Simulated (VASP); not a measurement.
# GeHIClF: harmonic vibrations of a molecule

GeHIClF, molecule in box, 5 atoms in the cell. PBE, harmonic vibrations; PAW potentials F, Ge_d, Cl, I, H (PBE set).

## Input

INCAR.step1:
```
PREC = Accurate
ENCUT = 400
EDIFF = 1E-8
ISMEAR = 0
SIGMA = 0.01
ISYM = 0
LREAL = F
LASPH = T
NELM = 100
ALGO = Normal
LWAVE = F
LCHARG = F
IBRION = 2
NSW = 60
ISIF = 2
EDIFFG = -0.002
POTIM = 0.5
```

INCAR.step2:
```
PREC = Accurate
ENCUT = 400
EDIFF = 1E-8
ISMEAR = 0
SIGMA = 0.01
ISYM = 0
LREAL = F
LASPH = T
NELM = 100
ALGO = Normal
LWAVE = F
LCHARG = F
IBRION = 5
NFREE = 2
POTIM = 0.015
NSW = 1
```

KPOINTS:
```
k-points
0
Gamma
  1 1 1
```

POSCAR.step1:
```
GeHIClF
1.0
   12.0000000000      0.0000000000      0.0000000000
    0.0000000000     12.0000000000      0.0000000000
    0.0000000000      0.0000000000     12.0000000000
F Ge Cl I H
1 1 1 1 1
Direct
    0.4566958300      0.6175125000      0.6078458300
    0.5272375000      0.5192541700      0.5302541700
    0.6044208300      0.6080208300      0.3978208300
    0.3874291700      0.3859875000      0.4574458300
    0.6147375000      0.4651458300      0.6051708300
```

Commands (each step's output is kept before the next begins):
```
cat potpaw_PBE.64/F/POTCAR potpaw_PBE.64/Ge_d/POTCAR potpaw_PBE.64/Cl/POTCAR potpaw_PBE.64/I/POTCAR potpaw_PBE.64/H/POTCAR > POTCAR
cp INCAR.step1 INCAR
cp POSCAR.step1 POSCAR
mpirun -np 4 vasp_gam > vasp.out
cp CONTCAR POSCAR
cp INCAR.step2 INCAR
mpirun -np 4 vasp_gam > vasp.out
```

## Result

- Vibrations (cm⁻¹; a negative value is imaginary): 2103, 678, 660, 642, 408, 252, 188, 150, 103
- Zero-point energy (eV): 0.321
- Translations and rotations, which should read zero (cm⁻¹): -8, -6, -1, 3, 4, 9
- Vibrational entropy at 298 K (meV/K): 0.522
- Displaced cells: 30
- Ionic steps, all stages: 47
- Electronic steps, all stages: 898

VASP 6.6.1 took 1366 s on 4 cores (AMD EPYC 7R43 (Zen 3)), a shared host.
